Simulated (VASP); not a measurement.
Input:

```xyz
2
Lattice="1.1450 -1.9832 0.0000 1.1450 1.9832 0.0000 0.0000 0.0000 3.5800" Properties=species:S:1:pos:R:3 pbc="T T T"
Be     1.1450     0.6611     0.8950
Be     1.1450    -0.6611     2.6850
```

The numbers are results of vdW-DF2, VASP's PBE PAW potentials (set 64) (plane waves; VASP), not measurements. Numerical set-up: 520 eV cut-off, 16×16×9 Γ-centred mesh, first-order Methfessel-Paxton smearing of 0.10 eV, potentials Be.

Energy and stress use the plane-wave basis of the starting cell.

Question: The ions, cell shape and volume are relaxed. Give the cell that the relaxation ends in.

Answer: 
```xyz
2
Lattice="1.1303 -1.9577 0.0000 1.1303 1.9577 0.0000 0.0000 0.0000 3.5403" Properties=species:S:1:pos:R:3 pbc="T T T"
Be     1.1303     0.6526     0.8851
Be     1.1303    -0.6526     2.6552
```
Space group P6_3/mmc (194), at a tolerance of 0.03 Å.

Question: How do energy and volume change from the first to the last step?

Answer: The energy (σ→0) changes by -4.0 meV/atom and the volume by -3.6 %, in 5 ionic steps.

| step | E(σ→0) (eV) | max force (eV/Å) | pressure (GPa) | volume (Å³) |
|---|---|---|---|---|
| 1 | -5.7777 | 0.000 | -4.29 | 16.26 |
| 2 | -5.7856 | 0.000 | -0.57 | 15.75 |
| 3 | -5.7857 | 0.000 | -0.02 | 15.68 |
| 4 | -5.7857 | 0.000 | 0.07 | 15.67 |
| 5 | -5.7857 | 0.000 | 0.07 | 15.67 |

The compound is Be in the hcp structure. This run relaxes it. Symmetry was kept, so distortions that lower it aren't found.
